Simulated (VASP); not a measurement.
```yaml
crystal:
  lattice:
    - [0.00000, 2.71373, 2.71373]
    - [2.71373, 0.00000, 2.71373]
    - [2.71373, 2.71373, 0.00000]
  atoms:
    - { symbol: Zn, position: [0.00000, 0.00000, 0.00000] }
    - { symbol: S, position: [0.25000, 0.25000, 0.25000] }
```

The numbers are results of AM05 GGA, VASP's PBE PAW potentials (set 64) (plane waves; VASP), not measurements. Run with 520 eV cut-off, 9×9×9 Γ-centred mesh, Gaussian smearing of 0.050 eV, potentials Zn S.

**Question.** Give the stress tensor in GPa (positive for a compressed cell).

**Answer.** 
```
-2.08   0.00   0.00
 0.00  -2.08   0.00
 0.00   0.00  -2.08
```
The pressure is its mean diagonal, -2.08 GPa.

The compound is ZnS in the zinc blende structure. This cell is one point of a volume scan, at 1.03 of the reference volume.
